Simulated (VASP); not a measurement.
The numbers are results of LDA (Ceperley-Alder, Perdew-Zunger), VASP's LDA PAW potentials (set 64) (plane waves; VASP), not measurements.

The input files of a VASP run:

File POSCAR:
```
Ge
1
    0.0000000000     2.8110809123     2.8110809123
    2.8110809123     0.0000000000     2.8110809123
    2.8110809123     2.8110809123    -0.0000000000
Ge
2
Direct
  0.0000000000   0.0000000000   0.0000000000
  0.2500000000   0.2500000000   0.2500000000
```

INCAR:
```
SYSTEM = Ge
LASPH = .True.
LWAVE = .False.
LMAXMIX = 4   ! l cut-off of mixed one-centre charges
EDIFFG = -0.02
IBRION = 2
LREAL = .False.
ISMEAR = 1
PREC = Accurate
LCHARG = .False.
ENCUT = 500   ! plane-wave cut-off (eV)
ALGO = Normal
NELM = 100   ! most electronic steps
EDIFF = 1E-6   ! SCF stop (eV)
ISIF = 3   ! ions, shape and volume
SIGMA = 0.1   ! width (eV)
NSW = 40   ! most ionic steps
```

File KPOINTS:
```
K-points
0
G
 11 11 11
0 0 0
```

POTCAR, in this order: Ge_d (LDA.64 set). Program: vasp_std.

What VASP printed:

**OSZICAR**
```
       N       E                     dE             d eps       ncg     rms          rms(c)
DAV:   1     0.157520538782E+03    0.15752E+03   -0.15203E+04  2044   0.410E+03
DAV:   2     0.930677624620E+01   -0.14821E+03   -0.14555E+03  2024   0.517E+02
DAV:   3    -0.999329537608E+01   -0.19300E+02   -0.19166E+02  2218   0.143E+02
DAV:   4    -0.105632269314E+02   -0.56993E+00   -0.56911E+00  2320   0.283E+01
DAV:   5    -0.105727832001E+02   -0.95563E-02   -0.95552E-02  2220   0.377E+00    0.338E+00
DAV:   6    -0.104511500175E+02    0.12163E+00   -0.45904E-02  2142   0.189E+00    0.194E+00
DAV:   7    -0.103892327079E+02    0.61917E-01   -0.99558E-02  2084   0.236E+00    0.142E-01
DAV:   8    -0.103898707745E+02   -0.63807E-03   -0.52352E-03  2230   0.928E-01    0.479E-02
DAV:   9    -0.103898926105E+02   -0.21836E-04   -0.11675E-04  2466   0.132E-01    0.164E-02
DAV:  10    -0.103898889880E+02    0.36225E-05   -0.13321E-05  2560   0.562E-02    0.490E-03
DAV:  11    -0.103898886330E+02    0.35499E-06   -0.14327E-06  1498   0.912E-03
   1 F= -.10389889E+02 E0= -.10389899E+02  d E =-.103899E+02
```

OUTCAR:
```
------------------------ aborting loop because EDIFF is reached ----------------------------------------
  FORCE on cell =-STRESS in cart. coord.  units (eV):
  Direction    XX          YY          ZZ          XY          YZ          ZX
  --------------------------------------------------------------------------------------
  Total        0.0272777      0.0272777      0.0272777      0.0000000     -0.0000000     -0.0000000
  in kB        0.9837139      0.9837139      0.9837139      0.0000000     -0.0000000     -0.0000000
  external PRESSURE =       0.9837139 kB  Pullay stress =       0.0000000 kB
  volume of cell :       44.43
      direct lattice vectors                 reciprocal lattice vectors
     0.000000000  2.811080912  2.811080912    -0.177867523  0.177867523  0.177867523
     2.811080912  0.000000000  2.811080912     0.177867523 -0.177867523  0.177867523
     2.811080912  2.811080912  0.000000000     0.177867523  0.177867523 -0.177867523
 POSITION                                       TOTAL-FORCE (eV/Angst)
 -----------------------------------------------------------------------------------
      0.00000      0.00000      0.00000        -0.000000     -0.000000     -0.000000
      1.40554      1.40554      1.40554         0.000000      0.000000      0.000000
 -----------------------------------------------------------------------------------
    total drift:                                0.000000     -0.000000      0.000000
  FREE ENERGIE OF THE ION-ELECTRON SYSTEM (eV)
  ---------------------------------------------------
  free  energy   TOTEN  =       -10.3898886330 eV

  energy  without entropy=      -10.3899188602  energy(sigma->0) =      -10.38989871

 reached required accuracy - stopping structural energy minimisation
```
(Selected blocks of OUTCAR.)

The compound is Ge in the diamond structure. It was relaxed first.
